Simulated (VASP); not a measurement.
Input:

```xyz
2
Lattice="4.5700 0.0000 0.0000 0.0000 4.5700 0.0000 0.0000 0.0000 4.5700" Properties=species:S:1:pos:R:3 pbc="T T T"
Cs     0.0000     0.0000     0.0000
I      2.2850     2.2850     2.2850
```

Calculation: r2SCAN meta-GGA, VASP's PBE PAW potentials (set 64) (plane waves; VASP). Run with 400 eV cut-off, 5×5×5 Γ-centred mesh, Gaussian smearing of 0.050 eV, potentials Cs_sv I.

Energy and stress use the plane-wave basis of the starting cell.

Question: The ions, cell shape and volume are relaxed. What does this cell relax into?

Answer: 
```xyz
2
Lattice="4.6119 0.0000 0.0000 0.0000 4.6119 0.0000 0.0000 0.0000 4.6119" Properties=species:S:1:pos:R:3 pbc="T T T"
Cs     0.0000     0.0000     0.0000
I      2.3060     2.3060     2.3060
```
Space group Pm-3m (221), at a tolerance of 0.03 Å.

Question: How do energy and volume change from the first to the last step?

Answer: The energy (σ→0) changes by -1.5 meV/atom and the volume by +2.8 %, in 3 ionic steps.

The compound is CsI in the CsCl type structure. This run relaxes it. Symmetry was kept, so distortions that lower it aren't found.
